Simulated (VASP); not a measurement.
```
BN
1.0
    2.51308     0.00000     0.00000
   -1.25654     2.17639     0.00000
    0.00000     0.00000     4.15922
B N
2 2
Cartesian
  1.25654   0.72546   4.15806
  0.00000   1.45093   2.07845
  1.25654   0.72546   2.60068
  0.00000   1.45093   0.52107
```

Method: PBE GGA, VASP's PBE PAW potentials (set 64) (plane waves; VASP). Numerical set-up: 400 eV cut-off, 10×10×6 Γ-centred mesh, Fermi-Dirac smearing of 0.050 eV, potentials B N.

At this cut-off the stress carries a Pulay error, which pulls relaxed volumes low.

### Question
Give the stress tensor in GPa (positive for a compressed cell).

### Answer

```
13.44   0.00   0.00
 0.00  13.44   0.00
 0.00   0.00  12.96
```
The pressure is its mean diagonal, 13.28 GPa.

The structure comes from a computed database's BN entry; how it stands against other phases isn't given here. The cell was not relaxed at this level.
